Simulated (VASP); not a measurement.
Method: r2SCAN meta-GGA, VASP's PBE PAW potentials (set 64) (plane waves; VASP 6.6.1).

A VASP calculation is set up with these files.

KPOINTS:
```
Automatic mesh
0
Gamma
6 3 4
0 0 0
```

File POSCAR:
```
Cd4TeSe3
1
    4.4158788139     0.0000000000     0.0000000000
    0.0000000000     8.8279180290     0.0000000000
    0.0000000000     0.0000000000     6.2048505072
Cd Te Se
4 1 3
Direct
  0.0000000000   0.2376637186   0.0090271097
  0.0000000000   0.7623362814   0.0090271097
  0.5000000000   0.0000000000   0.5075550033
  0.5000000000   0.5000000000   0.4739211008
  0.0000000000   0.5000000000   0.7518739065
  0.5000000000   0.2421663542   0.2502488617
  0.5000000000   0.7578336458   0.2502488617
  0.0000000000   0.0000000000   0.7481080462
```

INCAR:
```
SYSTEM=Cd4TeSe3
PREC=Accurate; ENCUT=400; LREAL=F
LASPH=T
EDIFF=1E-7; NELM=100; ALGO=Normal
LMAXMIX=4; LMIXTAU=T
ISMEAR=-5
METAGGA=R2SCAN
ISIF=2
LWAVE=F; LCHARG=F; LORBIT=11
NEDOS=601
LEFG=T
```

KPOINTS_OPT:
```
k-points along high-symmetry lines
5
Line-mode
Reciprocal
  0.000000   0.000000   0.000000 ! GAMMA
  0.500000   0.000000   0.000000 ! X

  0.500000   0.000000   0.000000 ! X
  0.500000   0.500000   0.000000 ! S

  0.500000   0.500000   0.000000 ! S
  0.000000   0.500000   0.000000 ! Y

  0.000000   0.500000   0.000000 ! Y
  0.000000   0.000000   0.000000 ! GAMMA

  0.000000   0.000000   0.000000 ! GAMMA
  0.000000   0.000000   0.500000 ! Z

  0.000000   0.000000   0.500000 ! Z
  0.500000   0.000000   0.500000 ! U

  0.500000   0.000000   0.500000 ! U
  0.500000   0.500000   0.500000 ! R

  0.500000   0.500000   0.500000 ! R
  0.000000   0.500000   0.500000 ! T

  0.000000   0.500000   0.500000 ! T
  0.000000   0.000000   0.500000 ! Z

  0.500000   0.000000   0.000000 ! X
  0.500000   0.000000   0.500000 ! U

  0.000000   0.500000   0.000000 ! Y
  0.000000   0.500000   0.500000 ! T

  0.500000   0.500000   0.000000 ! S
  0.500000   0.500000   0.500000 ! R
```

POTCAR, in this order: Cd Te Se (PBE.64 set). Program: vasp_std.

Unless said otherwise, spin-orbit coupling is left out, though it shifts the bands of the heavy elements here.

Question: What does the run give for the energy per atom (σ→0), band gap (over mesh and band path)?

Answer: 
| Property | Value |
|---|---|
| energy per atom (σ→0) | -19.288 eV/atom |
| band gap (over mesh and band path) | 0.85 eV |

OSZICAR:
```
...
DAV:  35    -0.154305717548E+03   -0.14690E-06   -0.90047E-07  2092   0.561E-03    0.158E-02
DAV:  36    -0.154305716868E+03    0.68093E-06   -0.64905E-07  1773   0.337E-03    0.111E-02
DAV:  37    -0.154305716227E+03    0.64007E-06   -0.15274E-06  2073   0.449E-03    0.472E-03
DAV:  38    -0.154305716209E+03    0.18323E-07   -0.12909E-07  1287   0.182E-03
   1 F= -.15430572E+03 E0= -.15430572E+03  d E =0.000000E+00
       N       E                     dE             ncg
       N       E                     dE             ncg
       N       E                     dE             ncg
```

The structure comes from a computed database's Cd4TeSe3 entry (Pmm2); how it stands against other phases isn't given here. It was relaxed first.
